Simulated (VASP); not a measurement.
Here is a VASP 6.6.1 calculation.

The input POSCAR:

```
BN
1.0
    0.0000000000      1.8130010000      1.8130010000
    1.8130010000      0.0000000000      1.8130010000
    1.8130010000      1.8130010000      0.0000000000
B N
1 1
Direct
    0.0000000000      0.0000000000      0.0000000000
    0.2500000000      0.2500000000      0.2500000000
```

The input INCAR.step1:

```
SYSTEM = BN
  PREC = Accurate
  ENCUT = 580
  EDIFF = 1E-8
  ISMEAR = 0
  SIGMA = 0.02
  LREAL = .FALSE.
  LASPH = .TRUE.
  NELM = 80
  ALGO = Fast
  ISIF = 3
  LWAVE = .FALSE.
  LCHARG = .FALSE.
  GGA = CA
  IBRION = 2
  NSW = 40
  EDIFFG = -0.002
```

Contents of INCAR.step2:

```
SYSTEM = BN
  PREC = Accurate
  ENCUT = 580
  EDIFF = 1E-8
  ISMEAR = 0
  SIGMA = 0.02
  LREAL = .FALSE.
  LASPH = .TRUE.
  NELM = 80
  ALGO = Fast
  ISIF = 3
  LWAVE = .FALSE.
  LCHARG = .FALSE.
  GGA = CA
  IBRION = 6
  NFREE = 2
  POTIM = 0.015
  NSW = 1
```

The input KPOINTS:

```
Automatic mesh
0
G
  12 12 12
  0 0 0
```

Potentials or basis: VASP PAW LDA potentials, release 64 (B, N).

The run is started by

```console
$ cat potpaw_LDA.64/B/POTCAR potpaw_LDA.64/N/POTCAR > POTCAR
$ cp INCAR.step1 INCAR
$ mpirun -np 1 vasp_std > vasp.out
$ cp CONTCAR POSCAR
$ cp INCAR.step2 INCAR
$ mpirun -np 1 vasp_std > vasp.out
```

Problem. Estimate the elastic constants C11, C12, C44.

Solution. 821, 192, 475 GPa.

Problem. What does it give for the Voigt bulk modulus?

Solution. 401 GPa.

Problem. Predict the relaxed volume.

Solution. 5.75 Å³/atom.

Problem. Estimate the relaxed cell.

Solution. a = 2.533 Å, b = 2.533 Å, c = 2.533 Å, α = 60.00°, β = 60.00°, γ = 60.00°.

Phonon frequencies in cm⁻¹ (negative: imaginary):
```tsv
q point	frequencies
(0.000, 0.000, 0.000)	0 0 0 1068 1068 1068
```
